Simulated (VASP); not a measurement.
BeS: energy against volume

BeS (zinc blende, F-43m, 14.179 Å³/atom and stress up to 0.03 GPa in the relaxed cell, cube axes along x, y and z) under an equal strain ε along all three axes. PBEsol in VASP (plane waves, PAW), 480 eV, 12×12×12 Γ-centred mesh, Gaussian smearing 0.05 eV; ions are relaxed, or left where forces stay under 0.02 eV/Å, within the symmetry of each cell.

Here V stands for volume and E for E less E0.

```csv
volume (Å³/atom),E less E0 (meV/atom),pressure (GPa)
12.9406,?,?
13.3449,16.54,6.55
13.5502,9.22,4.76
13.7576,4.08,3.07
13.9671,1.03,1.48
14.1788,0.00,-0.03
14.3925,0.90,-1.44
14.6084,3.64,-2.76
14.8264,8.17,-4.00
15.0466,14.40,-5.17
```

Taking the third-order Birch-Murnaghan form, a cubic in V^(-2/3) for E over the 9 complete rows: With u = V^(-2/3) - 0.171, the rows have u = 0.006742, 0.004942, 0.003169, 0.001423, -0.000297, -0.001991, -0.003661, -0.005305, -0.006926. Least squares gives E = 0.039 + 229.26·u + 330742·u² - 252863·u³. Residuals (row less fit): -0.001, 0.001, 0.001, -0.004, 0.000, 0.004, -0.005, 0.001, -0.001; standard error 0.004 (degrees of freedom: 5). Its minimum lies at u = -0.000346, so V0 = (0.170654)^(-3/2) = 14.18. There d²E/du² = 662000 and d³E/du³ = -1517000, so B0 = (4/9) × 14.18^(-7/3) × 662000 × 0.160218 = 96.8 GPa (the last factor turns the table's units into GPa), and B0' = 4 + (2/3) × 0.170654 × (-1517000)/662000 = 3.7. B0' rests on the cubic coefficient alone and has a standard error of 0.1 from these residuals.

Predict the withheld E at V = 12.9406 from the fit, and compare with the calculation.

u = 0.010425, so E = 0.039 + 229.26 × 0.010425 + 330742 × 0.010425² - 252863 × 0.010425³ = 38.088 meV/atom. The calculation gives 38.12 meV/atom, 0.032 meV/atom above the prediction (0.1 % of the range of E in the table). The row lies outside the fitted rows, so this is an extrapolation. The scatter of the fitted rows lies at the last printed digit.

Other structures, which can take over under pressure, weren't tried. The same form fitted to the pressure column gives B0' = 3.8; series where the two differ by over 0.4 aren't shown. Rows are the converged runs of the series near zero and its far end, less any whose ions stayed unrelaxed beside relaxed ones; series whose fitted rows scatter by over a few per cent of the range, as at a crossing or softening among them, aren't shown in this form.
